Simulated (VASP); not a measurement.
Calculation: RPBE GGA, VASP's PBE PAW potentials (set 64) (plane waves; VASP).

VASP input:

INCAR:
```
! general
SYSTEM  = Ag
PREC    = Accurate
ENCUT   = 520
LREAL   = F
LASPH   = T

! electronic loop
EDIFF   = 1E-6
NELM    = 100
ALGO    = Normal
LMAXMIX = 4

! smearing
ISMEAR  = 1
SIGMA   = 0.1

! functional
GGA     = RP

! ions
IBRION  = 2
NSW     = 60
ISIF    = 3
EDIFFG  = -0.01

! output
LWAVE   = F
LCHARG  = F
```

File POSCAR:
```
Ag
1
   -0.0000000000     2.1060932051     2.1060932051
    2.1060932051    -0.0000000000     2.1060932051
    2.1060932051     2.1060932051    -0.0000000000
Ag
1
Direct
  0.0000000000   0.0000000000   0.0000000000
```

**KPOINTS**
```
Automatic mesh
0
Gamma
13 13 13
0 0 0
```

POTCAR, in this order: Ag (PBE.64 set). Program: vasp_std.

The run wrote:

File OSZICAR:
```
       N       E                     dE             d eps       ncg     rms          rms(c)
DAV:   1     0.455854653173E+02    0.45585E+02   -0.56671E+03  1536   0.109E+03
DAV:   2    -0.196244143213E+01   -0.47548E+02   -0.45523E+02  1570   0.206E+02
DAV:   3    -0.237064861204E+01   -0.40821E+00   -0.40774E+00  1801   0.232E+01
DAV:   4    -0.237166404743E+01   -0.10154E-02   -0.10154E-02  1758   0.108E+00
DAV:   5    -0.237167210071E+01   -0.80533E-05   -0.80526E-05  1737   0.834E-02    0.396E+00
DAV:   6    -0.220115492818E+01    0.17052E+00   -0.84283E-01  1549   0.996E+00    0.284E+00
DAV:   7    -0.219766262192E+01    0.34923E-02   -0.61313E-03  1608   0.916E-01    0.164E+00
DAV:   8    -0.219652428706E+01    0.11383E-02   -0.10862E-03  1559   0.379E-01    0.551E-02
DAV:   9    -0.219654070435E+01   -0.16417E-04   -0.10308E-05  1819   0.333E-02    0.173E-02
DAV:  10    -0.219655062674E+01   -0.99224E-05   -0.77709E-06  1601   0.365E-02    0.356E-03
DAV:  11    -0.219655032847E+01    0.29827E-06   -0.55053E-08   851   0.253E-03
   1 F= -.21965503E+01 E0= -.21963423E+01  d E =-.219655E+01
```

OUTCAR:
```
------------------------ aborting loop because EDIFF is reached ----------------------------------------
  FORCE on cell =-STRESS in cart. coord.  units (eV):
  Direction    XX          YY          ZZ          XY          YZ          ZX
  --------------------------------------------------------------------------------------
  Total       -0.0064680     -0.0064680     -0.0064680      0.0000000      0.0000000     -0.0000000
  in kB       -0.5546444     -0.5546444     -0.5546444      0.0000000      0.0000000     -0.0000000
  external PRESSURE =      -0.5546444 kB  Pullay stress =       0.0000000 kB
  volume of cell :       18.68
      direct lattice vectors                 reciprocal lattice vectors
     0.000000000  2.106093205  2.106093205    -0.237406397  0.237406397  0.237406397
     2.106093205  0.000000000  2.106093205     0.237406397 -0.237406397  0.237406397
     2.106093205  2.106093205  0.000000000     0.237406397  0.237406397 -0.237406397
 POSITION                                       TOTAL-FORCE (eV/Angst)
 -----------------------------------------------------------------------------------
      0.00000      0.00000      0.00000         0.000000      0.000000      0.000000
 -----------------------------------------------------------------------------------
    total drift:                               -0.000000      0.000000      0.000000
  FREE ENERGIE OF THE ION-ELECTRON SYSTEM (eV)
  ---------------------------------------------------
  free  energy   TOTEN  =        -2.1965503285 eV

  energy  without entropy=       -2.1959261445  energy(sigma->0) =       -2.19634227

 reached required accuracy - stopping structural energy minimisation
```
(Selected blocks of OUTCAR.)

**OUTCAR**
```
 val. band max:        7.5229454374   @ k =  -0.3077   0.2308   0.0000

 cond. band min:       7.5924179638   @ k =  -0.2308   0.3077   0.0769


 Fermi energy:         7.5807859831

 k-point     1 :       0.0000    0.0000    0.0000
  band No.  band energies     occupation
      1       0.2835      2.00000
      2       2.8528      2.00000
      3       2.8528      2.00000
      4       2.8528      2.00000
      5       3.7242      2.00000
      6       3.7242      2.00000
      7      23.1529      0.00000
      8      26.2357      0.00000
      9      26.2357      0.00000

 k-point     2 :       0.0769    0.0000    0.0000
  band No.  band energies     occupation
      1       0.4544      2.00000
      2       2.8196      2.00000
      3       2.8959      2.00000
      4       2.8959      2.00000
      5       3.7092      2.00000
      6       3.7092      2.00000
      7      23.0791      0.00000
      8      24.8452      0.00000
      9      26.2520      0.00000

 k-point     3 :       0.1538    0.0000    0.0000
  band No.  band energies     occupation
      1       0.9245      2.00000
      2       2.7760      2.00000
      3       2.9892      2.00000
      4       2.9892      2.00000
      5       3.6991      2.00000
      6       3.6991      2.00000
      7      21.4140      0.00000
      8      23.9249      0.00000
      9      26.2349      0.00000

 k-point     4 :       0.2308    0.0000    0.0000
  band No.  band energies     occupation
      1       1.4578      2.00000
      2       2.9882      2.00000
      3       3.0307      2.00000
      4       3.0307      2.00000
      5       3.7895      2.00000
      6       3.7895      2.00000
      7      18.5796      0.00000
      8      23.7115      0.00000
      9      26.0119      0.00000

 k-point     5 :       0.3077    0.0000    0.0000
  band No.  band energies     occupation
      1       1.6294      2.00000
      2       2.9768      2.00000
      3       2.9768      2.00000
...
```

The compound is Ag in the fcc structure. It was relaxed first, which changed the volume by +9 %. The start is the result of an earlier pass.
